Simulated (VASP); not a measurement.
```xyz
5
Lattice="-2.0009 2.0009 4.7103 2.0009 -2.0009 4.7103 2.0009 2.0009 -4.7103" Properties=species:S:1:pos:R:3 pbc="T T T"
Ho     2.0009     2.0009     4.7103
P      0.0000     0.0000     3.5433
P      2.0009     2.0009     1.1670
Ru     2.0009     0.0000     2.3551
Ru     0.0000     2.0009     2.3551
```

These are PBEsol GGA, VASP's PBE PAW potentials (set 64) (plane waves; VASP 6.6.1) values and carry that method's errors. Run with 400 eV cut-off, Gaussian smearing of 0.050 eV, potentials Ho_3 P Ru_pv.

The 4f electrons are frozen in the core of the lanthanide potential, so 4f levels, which can set the real gap, and their magnetism are missing.

Give the energies of bands 14 to 27 at the high-symmetry points, in eV from the Fermi level.

```tsv
band	Γ	X	P	N	M	S	R
14	-5.92	-5.26	-5.24	-5.80	-5.76	-5.55	-5.55
15	-4.99	-4.99	-4.62	-4.80	-4.90	-5.15	-5.06
16	-3.97	-4.17	-4.62	-4.76	-4.38	-5.12	-4.23
17	-3.56	-4.14	-4.19	-4.34	-4.38	-3.82	-4.15
18	-3.56	-3.63	-3.28	-3.24	-4.33	-3.73	-3.53
19	-2.13	-3.06	-3.28	-2.84	-3.36	-3.06	-3.26
20	-1.58	-2.99	-2.99	-2.71	-0.87	-2.56	-3.07
21	-1.10	-1.76	-1.73	-2.65	-0.55	-2.26	-2.08
22	-1.10	-1.64	-1.73	-2.04	-0.36	-2.25	-1.42
23	-1.01	-1.34	-1.30	-1.33	-0.36	0.00	-1.35
24	-0.45	-1.21	-1.26	-0.26	1.16	0.06	-0.48
25	1.16	1.10	1.35	1.78	2.06	0.83	1.11
26	1.47	1.52	1.35	1.94	2.24	2.38	1.19
27	1.47	1.57	1.42	3.09	2.32	2.53	2.03
```

It has no gap at this level: it comes out as a metal or semimetal.

The structure comes from a computed database's HoRu2P2 entry (I4/mmm); how it stands against other phases isn't given here. It was relaxed first. The electron count is odd and the run is not spin-polarised, which forces a metal.
